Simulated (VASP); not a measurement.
# Zr3PdSe4 (P-6m2) in VASP: single point with PBE

Aim: the single point of Zr3PdSe4 with PBE.

Everything below comes from runs of VASP 6.6.1. Logs are shortened: lines on timing, memory, paths and dates and some standing lists are left out, and cuts for length are marked.

## (1) The structure

Symmetry: P-6m2, No. 187, hexagonal system. Conventional cell: a = 7.164 Å, b = 7.164 Å, c = 3.653 Å, α = 90.00°, β = 90.00°, γ = 120.00°. Around Zr (site symmetry mm2) lie 6 Se at 2.72 to 2.85 Å. Pd (site symmetry -6m2) has 6 Se at 2.75 Å as nearest neighbours. Around Se (site symmetry mm2) lie 4 Zr at 2.72 Å and 2 Pd at 2.75 Å. Around Se (site symmetry -6m2) lie 6 Zr at 2.85 Å.

The cell was built by a generator and needn't be a form met in nature.

## (2) Single point, PBE

File INCAR:

```
  ALGO = Fast
  EDIFF = 1E-5
  ENCUT = 520
  GGA = PE
  ISIF = 2
  ISMEAR = 0
  LASPH = True
  LCHARG = False
  LREAL = Auto
  LWAVE = False
  NBANDS = 45
  NELM = 80
  PREC = Normal
  SIGMA = 0.15
```

File KPOINTS:

```
k-points
0
Gamma
  4 4 6
```

File POSCAR:

```
Zr3PdSe4
1.0
    7.1639380000      0.0000000000      0.0000000000
   -3.5819690000      6.2041530000      0.0000000000
    0.0000000000      0.0000000000      3.6531700000
Zr Pd Se
3 1 4
Direct
    0.0193760000      0.5096880000      0.0000000000
    0.4903120000      0.9806240000      0.0000000000
    0.4903120000      0.5096880000      0.0000000000
    0.0000000000      0.0000000000      0.0000000000
    0.1661410000      0.8338590000      0.5000000000
    0.1661410000      0.3322820000      0.5000000000
    0.6666670000      0.3333330000      0.5000000000
    0.6677180000      0.8338590000      0.5000000000
```

Potentials or basis: VASP PAW PBE potentials, release 64 (Zr_sv, Pd, Se).

Launch:

```
> cat potpaw_PBE.64/Zr_sv/POTCAR potpaw_PBE.64/Pd/POTCAR potpaw_PBE.64/Se/POTCAR > POTCAR
> mpirun -np 1 vasp_std > vasp.out
```

OUTCAR:

```text
EDIFF = 1E-5
   ENCUT = 520
   GGA = PE
   ISIF = 2
   ISMEAR = 0
   LASPH = True
   LREAL = Auto
   NELM = 80
   PREC = Normal

 ion  position               nearest neighbor table
   1  0.019  0.510  0.000-   6 2.72   6 2.72   5 2.72   5 2.72   7 2.85   7 2.85   3 3.37   2 3.37
                             4 3.58   4 3.58   3 3.79   2 3.79
   2  0.490  0.981  0.000-   5 2.72   8 2.72   5 2.72   8 2.72   7 2.85   7 2.85   1 3.37   3 3.37
                             4 3.58   4 3.58   3 3.79   1 3.79
   3  0.490  0.510  0.000-   6 2.72   6 2.72   8 2.72   8 2.72   7 2.85   7 2.85   1 3.37   2 3.37
                             4 3.58   4 3.58   1 3.79   2 3.79
   4  0.000  0.000  0.000-   8 2.75   8 2.75   5 2.75   5 2.75   6 2.75   6 2.75   2 3.58   2 3.58
                             3 3.58   1 3.58   1 3.58   3 3.58
   5  0.166  0.834  0.500-   2 2.72   2 2.72   1 2.72   1 2.72   4 2.75   4 2.75
   6  0.166  0.332  0.500-   1 2.72   3 2.72   1 2.72   3 2.72   4 2.75   4 2.75
   7  0.667  0.333  0.500-   1 2.85   1 2.85   2 2.85   2 2.85   3 2.85   3 2.85
   8  0.668  0.834  0.500-   2 2.72   2 2.72   3 2.72   3 2.72   4 2.75   4 2.75

  LATTYP: Found a hexagonal cell.
 ALAT       =     7.1639380000
 C/A-ratio  =     0.5099388074

  Lattice vectors:

 A1 = (   7.1639380000,   0.0000000000,   0.0000000000)
 A2 = (  -3.5819690000,   6.2041530000,   0.0000000000)
 A3 = (   0.0000000000,   0.0000000000,   3.6531700000)

Analysis of symmetry for initial positions (statically):
=====================================================================
 Subroutine PRICEL returns:
 Original cell was already a primitive cell.

 Routine SETGRP: Setting up the symmetry group for a
 hexagonal supercell.

 Subroutine GETGRP returns: Found 12 space group operations
 (whereof 12 operations were pure point group operations)
 out of a pool of 24 trial point group operations.

The static configuration has the point symmetry D_3h.

Analysis of symmetry for dynamics (positions and initial velocities):
=====================================================================
 Subroutine PRICEL returns:
 Original cell was already a primitive cell.

 Routine SETGRP: Setting up the symmetry group for a
 hexagonal supercell.

 Subroutine GETGRP returns: Found 12 space group operations
 (whereof 12 operations were pure point group operations)
 out of a pool of 24 trial point group operations.

The dynamic configuration has the point symmetry D_3h.

 Subroutine INISYM returns: Found 12 space group operations
 (whereof 12 operations are pure point group operations),
 and found     1 'primitive' translations

----------------------------------------------------------------------------------------

                                     Primitive cell

  volume of cell :     162.3694

  direct lattice vectors                    reciprocal lattice vectors
     7.163938000  0.000000000  0.000000000     0.139588031  0.080591178  0.000000000
    -3.581969000  6.204153000  0.000000000     0.000000000  0.161182356  0.000000000
     0.000000000  0.000000000  3.653170000     0.000000000  0.000000000  0.273734866

  length of vectors
     7.163938000  7.163938607  3.653170000     0.161182370  0.161182356  0.273734866

  position of ions in fractional coordinates (direct lattice)
     0.019376000  0.509688000  0.000000000
     0.490312000  0.980624000  0.000000000
     0.490312000  0.509688000  0.000000000
     0.000000000  0.000000000  0.000000000
     0.166141000  0.833859000  0.500000000
     0.166141000  0.332282000  0.500000000
     0.666667000  0.333333000  0.500000000
     0.667718000  0.833859000  0.500000000

  ion indices of the primitive-cell ions
   primitive index   ion index
                 1           1
                 2           2
                 3           3
                 4           4
                 5           5
                 6           6
                 7           7
                 8           8

----------------------------------------------------------------------------------------

 KPOINTS: k-points

Automatic generation of k-mesh.
 Grid dimensions read from file:
 generate k-points for:    4    4    6

 Generating k-lattice:

  Cartesian coordinates                     Fractional coordinates (reciprocal lattice)
     0.034897008  0.020147795  0.000000000     0.250000000 -0.000000000  0.000000000
     0.000000000  0.040295589  0.000000000     0.000000000  0.250000000  0.000000000
     0.000000000  0.000000000  0.045622478     0.000000000  0.000000000  0.166666667

  Length of vectors
     0.040295593  0.040295589  0.045622478

  Shift w.r.t. Gamma in fractional coordinates (k-lattice)
     0.000000000  0.000000000  0.000000000

 Subroutine IBZKPT returns following result:
 ===========================================

 Found     16 irreducible k-points:

 Following reciprocal coordinates:
            Coordinates               Weight
  0.000000  0.000000  0.000000      1.000000
  0.250000 -0.000000  0.000000      6.000000
  0.500000 -0.000000  0.000000      3.000000
  0.250000  0.250000  0.000000      6.000000
  0.000000  0.000000  0.166667      2.000000
  0.250000 -0.000000  0.166667     12.000000
[... 8 lines left out ...]
  0.500000 -0.000000  0.500000      3.000000
  0.250000  0.250000  0.500000      6.000000
   k-points           NKPTS =     16   k-points in BZ     NKDIM =     16   number of bands    NBANDS=     45
   number of dos      NEDOS =    301   number of ions     NIONS =      8
   total plane-waves  NPLWV =  32000
   dimension x,y,z NGX =    40 NGY =   40 NGZ =   20
   dimension x,y,z NGXF=    80 NGYF=   80 NGZF=   40
   ions per type =               3   1   4
   NGX,Y,Z   is equivalent  to a cutoff of   9.28,  9.28,  9.10 a.u.
   NGXF,Y,Z  is equivalent  to a cutoff of  18.56, 18.56, 18.20 a.u.
 SYSTEM =  unknown system
   PREC   = normal    normal or accurate (medium, high low for compatibility)
   ISTART =      0    job   : 0-new  1-cont  2-samecut
   ICHARG =      2    charge: 1-file 2-atom 10-const
   ISPIN  =      1    spin polarized calculation?
   LNONCOLLINEAR =      F non collinear calculations
   LSORBIT =      F    spin-orbit coupling
   LASPH  =      T    aspherical Exc in radial PAW
   ENCUT  =  520.0 eV  38.22 Ry    6.18 a.u.  13.32 13.32  6.79*2*pi/ulx,y,z
   NELM   =     80;   NELMIN=  2; NELMDL= -5     # of ELM steps
   EDIFF  = 0.1E-04   stopping-criterion for ELM
   LREAL  =      T    real-space projection
   EDIFFG = 0.1E-03   stopping-criterion for IOM
   NSW    =      0    number of steps for IOM
   IBRION =     -1    ionic relax: 0-MD 1-quasi-New 2-CG
   NFREE  =      0    steps in history (QN), initial steepest desc. (CG)
   ISIF   =      2    stress and relaxation
   ISYM   =      2    0-nonsym 1-usesym 2-fastsym
   POTIM  = 0.5000    time-step for ionic-motion
   TEBEG  =    0.0;   TEEND  =   0.0 temperature during run
   PSTRESS=    0.0 pullay stress
   NELECT =      70.0000    total number of electrons
   NUPDOWN=      -1.0000    fix difference up-down
   EMIN   =  10.00;   EMAX   =-10.00  energy-range for DOS
   EFERMI =   0.00;   METHOD = LEGACY
   ISMEAR =     0;   SIGMA  =   0.15  broadening in eV -4-tet -1-fermi 0-gaus
   EFERMI_NEDOS =   21; number of points for ismear=-14 and -15
   IALGO  =     68    algorithm
   IMIX   =      4    mixing-type and parameters
     AMIX     =   0.40;   BMIX     =  1.00
     AMIX_MAG =   1.60;   BMIX_MAG =  1.00
  volume/ion in A,a.u.               =      20.30       136.97
  Fermi-wavevector in a.u.,A,eV,Ry     =   1.236724  2.337069 20.809923  1.529486
  Thomas-Fermi vector in A             =   2.371321
   LORBIT       =      0    0 simple, 1 ext, 2 COOP (PROOUT), +10 PAW based schemes
   GGA     = PE    functional components
   LHFCALC =     F    Hartree Fock is set to
   AEXX    =    0.0000 exact exchange contribution
   IVDW    =     0    specifies the selected vdW correction
   LEPSILON=     F    determine dielectric tensor
   LRPA    =     F    only Hartree local field effects (RPA)
 non-spin polarized calculation
 RMM-DIIS sequential band-by-band and
 Gauss-broadening in eV      SIGMA  =   0.15
  energy-cutoff  :      520.00
  volume of cell :      162.37
 maximum number of plane-waves:      4390
   NGX = 27   NGY = 27   NGZ = 13

 number of electron      70.0000029 magnetization

 Free energy of the ion-electron system (eV)
  ---------------------------------------------------
  ext. energy  EPLUGINS =         0.00000000
  ---------------------------------------------------
  free energy    TOTEN  =       -53.23341973 eV

  energy without entropy =      -53.16823769  energy(sigma->0) =      -53.20082871

 E-fermi :   8.2481     XC(G=0): -10.9841

 val. band max:        8.2118412036   @ k =   0.5000  -0.0000   0.5000
 cond. band min:       8.2485573558   @ k =   0.5000  -0.0000   0.1667
 fundamental gap:      0.0367161523
 Fermi energy:         8.2481322368

 k-point     1 :       0.0000    0.0000    0.0000
  band No.  band energies     occupation
      1     -41.4568      2.00000
      2     -41.4332      2.00000
      3     -41.4331      2.00000
      4     -19.6580      2.00000
      5     -19.6579      2.00000
      6     -19.5707      2.00000
[... 37 lines left out ...]
     44      11.0255      0.00000
     45      11.4970      0.00000

 k-point     2 :       0.2500   -0.0000    0.0000
  band No.  band energies     occupation
      1     -41.4551      2.00000
      2     -41.4349      2.00000
      3     -41.4331      2.00000
      4     -19.6561      2.00000
      5     -19.6450      2.00000
      6     -19.5426      2.00000
[... 37 lines left out ...]
     44      10.7931      0.00000
     45      11.2656      0.00000

 k-point     3 :       0.5000   -0.0000    0.0000
  band No.  band energies     occupation
      1     -41.4530      2.00000
      2     -41.4370      2.00000
      3     -41.4331      2.00000
      4     -19.6549      2.00000
      5     -19.6293      2.00000
      6     -19.5301      2.00000
[... 613 lines left out ...]
     44      11.2623      0.00000
     45      11.8518      0.00000

 k-point    16 :       0.2500    0.2500    0.5000
  band No.  band energies     occupation
      1     -41.4423      2.00000
      2     -41.4267      2.00000
      3     -41.4230      2.00000
      4     -19.6996      2.00000
      5     -19.6581      2.00000
      6     -19.6416      2.00000
[... 37 lines left out ...]
     44      11.2671      0.00000
     45      11.5558      0.00000

------------------------ aborting loop because EDIFF is reached ----------------------------------------

  FORCE on cell =-STRESS in cart. coord.  units (eV):
  Direction    XX          YY          ZZ          XY          YZ          ZX
  --------------------------------------------------------------------------------------
  -------------------------------------------------------------------------------------
  Total        0.1473348      0.1473348     -0.2420584      0.0000000     -0.0000000     -0.0000000
  in kB        1.4538236      1.4538239     -2.3885071      0.0000000     -0.0000000     -0.0000000
  external PRESSURE =       0.1730468 kB  Pullay stress =       0.0000000 kB

 VOLUME and BASIS-vectors are now :
 -----------------------------------------------------------------------------
  energy-cutoff  :      520.00
  volume of cell :      162.37
      direct lattice vectors                 reciprocal lattice vectors
     7.163938000  0.000000000  0.000000000     0.139588031  0.080591178  0.000000000
    -3.581969000  6.204153000  0.000000000     0.000000000  0.161182356  0.000000000
     0.000000000  0.000000000  3.653170000     0.000000000  0.000000000  0.273734866

 POSITION                                       TOTAL-FORCE (eV/Angst)
 -----------------------------------------------------------------------------------
     -1.68688      3.16218      0.00000        -0.020912     -0.012073      0.000000
      0.00000      6.08394      0.00000        -0.000000      0.024147     -0.000000
      1.68688      3.16218      0.00000         0.020912     -0.012073      0.000000
      0.00000      0.00000      0.00000        -0.000000      0.000000      0.000000
     -1.79663      5.17339      1.82658         0.016971     -0.009798      0.000000
      0.00000      2.06153      1.82658        -0.000000      0.019597      0.000000
      3.58197      2.06805      1.82658        -0.000000      0.000000      0.000000
      1.79663      5.17339      1.82658        -0.016971     -0.009798      0.000000
 -----------------------------------------------------------------------------------
    total drift:                               -0.001114      0.000651      0.000000

  FREE ENERGIE OF THE ION-ELECTRON SYSTEM (eV)
  ---------------------------------------------------
  free  energy   TOTEN  =       -53.2334197318 eV

  energy  without entropy=      -53.1682376895  energy(sigma->0) =      -53.20082871
```

It took 100 s on 1 thread of AMD EPYC 7R13 (Zen 3), shared host; peak memory 0.19 GiB.

Results:

* Free energy: -53.2334 eV
* Pressure: 0.0 GPa
* Largest force: 0.024 eV/Å
* Band gap on the k mesh: none (metal or under the smearing width)

Forces on the atoms (eV/Å):
```
Zr  -0.021 -0.012  0.000
Zr   0.000  0.024  0.000
Zr   0.021 -0.012  0.000
Pd   0.000  0.000  0.000
Se   0.017 -0.010  0.000
Se   0.000  0.020  0.000
Se   0.000  0.000  0.000
Se  -0.017 -0.010  0.000
```

Stress tensor (GPa, compression positive):
```
 0.15  0.00  0.00
 0.00  0.15  0.00
 0.00  0.00 -0.24
```
